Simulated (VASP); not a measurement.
Here is the system:

```yaml
crystal:
  lattice:
    - [2.25140, -3.89954, 0.00000]
    - [2.25140, 3.89954, 0.00000]
    - [0.00000, 0.00000, 7.10387]
  atoms:
    - { symbol: Mg, position: [0.00000, 0.00000, 0.00000] }
    - { symbol: Mg, position: [0.33333, 0.66667, 0.63265] }
    - { symbol: Mg, position: [0.66667, 0.33333, 0.36735] }
    - { symbol: Sb, position: [0.33333, 0.66667, 0.22414] }
    - { symbol: Sb, position: [0.66667, 0.33333, 0.77586] }
```

All values below come from LDA (Ceperley-Alder, Perdew-Zunger), VASP's LDA PAW potentials (set 64) (plane waves; VASP). Run with 520 eV cut-off, Gaussian smearing of 0.050 eV, potentials Mg Sb.

Unless said otherwise, spin-orbit coupling is left out, though it shifts the bands of the heavy elements here.

Task: Give the energies of bands 3 to 11 at the high-symmetry points, in eV from the valence-band maximum.

Result: 
```tsv
band	Γ	M	K	A	L	H
3	-5.18	-4.92	-4.61	-3.18	-5.19	-4.55
4	-1.20	-3.96	-3.79	-3.18	-4.83	-4.55
5	-1.20	-3.45	-3.79	-0.85	-2.02	-4.25
6	-0.46	-2.47	-2.73	-0.85	-1.76	-3.53
7	-0.46	-2.35	-2.73	-0.83	-1.74	-1.05
8	0.00	-0.97	-2.68	-0.83	-1.65	-1.05
9	1.19	0.27	0.14	1.74	0.43	1.75
10	1.21	1.96	4.16	1.90	1.23	1.75
11	3.01	2.10	4.28	2.65	1.69	2.46
```

The gap is indirect, 0.14 eV, from the valence maximum at Γ to the conduction minimum at K.

The compound is Mg3Sb2 in the a-la2o3 structure. It was relaxed first.
